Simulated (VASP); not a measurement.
Output of a VASP run:

OSZICAR:
```
       N       E                     dE             d eps       ncg     rms          rms(c)
DAV:   1     0.244588142119E+03    0.24459E+03   -0.21311E+04   920   0.160E+03
DAV:   2    -0.306595282190E+02   -0.27525E+03   -0.27187E+03  1231   0.357E+02
DAV:   3    -0.429460579434E+02   -0.12287E+02   -0.12266E+02  1175   0.751E+01
DAV:   4    -0.431954329129E+02   -0.24937E+00   -0.24931E+00  1385   0.975E+00
DAV:   5    -0.431981252632E+02   -0.26924E-02   -0.26922E-02  1206   0.767E-01    0.592E+01
DAV:   6    -0.362698225558E+02    0.69283E+01   -0.43387E+01  1081   0.382E+01    0.527E+01
DAV:   7    -0.361503676084E+02    0.11945E+00   -0.24753E+00  1205   0.104E+01    0.336E+01
DAV:   8    -0.361259135470E+02    0.24454E-01   -0.34522E-01  1180   0.503E+00    0.557E+00
DAV:   9    -0.361089395901E+02    0.16974E-01   -0.10769E-01  1102   0.205E+00    0.158E+00
DAV:  10    -0.361086362021E+02    0.30339E-03   -0.10447E-02  1187   0.692E-01    0.588E-01
DAV:  11    -0.361084839135E+02    0.15229E-03   -0.85769E-04  1152   0.199E-01    0.158E-01
DAV:  12    -0.361085043283E+02   -0.20415E-04   -0.72417E-05  1235   0.601E-02    0.157E-01
DAV:  13    -0.361085072760E+02   -0.29477E-05   -0.11302E-05  1176   0.229E-02    0.132E-02
DAV:  14    -0.361085073469E+02   -0.70878E-07   -0.49141E-07  1235   0.476E-03
   1 F= -.36108507E+02 E0= -.36108507E+02  d E =0.000000E+00
```

OUTCAR:
```
------------------------ aborting loop because EDIFF is reached ----------------------------------------
  FORCE on cell =-STRESS in cart. coord.  units (eV):
  Direction    XX          YY          ZZ          XY          YZ          ZX
  --------------------------------------------------------------------------------------
  Total        0.0036102      0.0036102      0.0036102      0.0000000      0.0000000      0.0000000
  in kB        0.0793187      0.0793187      0.0793187      0.0000000      0.0000000      0.0000000
  external PRESSURE =       0.0793187 kB  Pullay stress =       0.0000000 kB
  volume of cell :       72.92
      direct lattice vectors                 reciprocal lattice vectors
     4.177886073  0.000000000  0.000000000     0.239355498  0.000000000  0.000000000
     0.000000000  4.177886073  0.000000000     0.000000000  0.239355498  0.000000000
     0.000000000  0.000000000  4.177886073     0.000000000  0.000000000  0.239355498
 POSITION                                       TOTAL-FORCE (eV/Angst)
 -----------------------------------------------------------------------------------
      0.00000      0.00000      0.00000         0.000000      0.000000      0.000000
      2.08894      2.08894      2.08894         0.000000      0.000000      0.000000
      2.08894      0.00000      2.08894         0.000000      0.000000      0.000000
      0.00000      2.08894      2.08894         0.000000      0.000000      0.000000
      2.08894      2.08894      0.00000         0.000000      0.000000      0.000000
 -----------------------------------------------------------------------------------
    total drift:                                0.000000     -0.000000     -0.000000
  FREE ENERGIE OF THE ION-ELECTRON SYSTEM (eV)
  ---------------------------------------------------
  free  energy   TOTEN  =       -36.1085073469 eV

  energy  without entropy=      -36.1085073469  energy(sigma->0) =      -36.10850735

 total charge

# of ion       s       p       d       tot
------------------------------------------
    1        2.004   5.627   0.275   7.906
    2        0.332   6.711   1.504   8.547
    3        1.551   3.493   0.000   5.045
    4        1.551   3.493   0.000   5.045
    5        1.551   3.493   0.000   5.045
--------------------------------------------------
tot          6.990  22.817   1.779  31.586

 Electric field gradients after diagonalization (V/A^2)
 (convention: |V_zz| > |V_xx| > |V_yy|)
----------------------------------------------------------------------
 ion       V_xx      V_yy      V_zz     asymmetry (V_yy - V_xx)/ V_zz
----------------------------------------------------------------------
   1       0.000    -0.000     0.000      -0.613
   2       0.000     0.000    -0.000       0.727
   3       3.797     3.797    -7.594       0.000
   4       3.797     3.797    -7.594       0.000
   5       3.797     3.797    -7.594       0.000
```
(Selected blocks of OUTCAR.)

POSCAR:
```
BaHfO3
1
    4.1778860727    -0.0000000000     0.0000000000
    0.0000000000     4.1778860727     0.0000000000
    0.0000000000    -0.0000000000     4.1778860727
Ba Hf O
1 1 3
Direct
  0.0000000000   0.0000000000   0.0000000000
  0.5000000000   0.5000000000   0.5000000000
  0.5000000000   0.0000000000   0.5000000000
  0.0000000000   0.5000000000   0.5000000000
  0.5000000000   0.5000000000   0.0000000000
```

Q: Reconstruct the remaining input files.

A: This is not unique; one that fits is the input of the run itself, rev-vdW-DF2, plane waves, VASP's PBE PAW potentials (set 64).

INCAR:
```
ISIF = 2   # forces and stress, cell fixed
AGGAC = 0.0
PARAM2 = 0.7114
LEFG = .True.
GGA = MK
ALGO = Normal   # blocked Davidson
LMAXMIX = 6   # l cut-off of mixed one-centre charges
LWAVE = .False.
PARAM1 = 0.1234568
NEDOS = 601
LORBIT = 11   # lm-projected
ENCUT = 520   # plane-wave cut-off (eV)
NELM = 100   # most electronic steps
EDIFF = 1E-7   # SCF stop (eV)
ISMEAR = -5
SYSTEM = BaHfO3
LUSE_VDW = .True.
LREAL = .False.
PREC = Accurate
LASPH = .True.   # aspherical one-centre terms
LCHARG = .True.
ZAB_VDW = -1.8867
```

**KPOINTS**
```
Automatic
0
G
 6 6 6
0 0 0
```

POTCAR, in this order: Ba_sv Hf_pv O (PBE.64 set). Program: vasp_std.

The compound is BaHfO3 in the cubic perovskite structure. It was relaxed first.
